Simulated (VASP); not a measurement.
An input for Ansatz (written as the equivalent of a VASP run, and not itself run):

Ansatz 0.2 input:
```yaml
crystal:
  lattice:
    - [4.0645949, 0.0000000, 0.0000000]
    - [0.0000000, 4.0645949, 0.0000000]
    - [0.0000000, 0.0000000, 4.0645949]
  atoms:
    - { symbol: La, position: [0.0000000, 0.0000000, 0.0000000] }
    - { symbol: B, position: [0.8004610, 0.5000000, 0.5000000] }
    - { symbol: B, position: [0.5000000, 0.1995390, 0.5000000] }
    - { symbol: B, position: [0.5000000, 0.8004610, 0.5000000] }
    - { symbol: B, position: [0.1995390, 0.5000000, 0.5000000] }
    - { symbol: B, position: [0.5000000, 0.5000000, 0.8004610] }
    - { symbol: B, position: [0.5000000, 0.5000000, 0.1995390] }
kpoints:
  mp_grid: { grid: [8, 8, 8] }
hamiltonian:
  xc: lda
  pseudopotentials: { kind: paw }
scf:
  occupations: { method: methfessel_paxton, width: 0.1 }
  max_iter: 100
relax:
  max_steps: 40
  f_tol: 0.02
  cell: { p_target: 5 }
output: { forces: true, stress: true, eigenvalues: true }
```

Problem. Write the VASP files for the same calculation (LDA).

Solution. This is not unique; one that fits is 
### POSCAR
```
LaB6
1
    4.0645949304     0.0000000000     0.0000000000
    0.0000000000     4.0645949304     0.0000000000
   -0.0000000000     0.0000000000     4.0645949304
La B
1 6
Direct
  0.0000000000   0.0000000000   0.0000000000
  0.8004610258   0.5000000000   0.5000000000
  0.5000000000   0.1995389742   0.5000000000
  0.5000000000   0.8004610258   0.5000000000
  0.1995389742   0.5000000000   0.5000000000
  0.5000000000   0.5000000000   0.8004610258
  0.5000000000   0.5000000000   0.1995389742
```

INCAR:
```
SYSTEM = LaB6
PREC = Accurate; ENCUT = 620; LREAL = .False.
LASPH = .True.
EDIFF = 1E-6; NELM = 100; ALGO = Normal
LMAXMIX = 6
ISMEAR = 1; SIGMA = 0.1
IBRION = 2; NSW = 40; ISIF = 3
EDIFFG = -0.02; PSTRESS = 50
LWAVE = .False.; LCHARG = .False.
```

**KPOINTS**
```
Automatic mesh
0
Gamma
8 8 8
0 0 0
```

POTCAR, in this order: La B (LDA.64 set). Program: vasp_std.

Limits of the translation: each code has its own PAW files, so the cut-off isn't converted (ENCUT is set for VASP's; basis.ecutwfc is left out, and Ansatz then takes the one that its files recommend); Ansatz stops its SCF on the density residual and VASP on the energy change (EDIFF); Ansatz's lda is the Perdew-Wang form, while the LDA potentials of VASP carry Perdew-Zunger's.

The compound is LaB6 in the cab6 structure. It was relaxed first under an external pressure of 5 GPa.
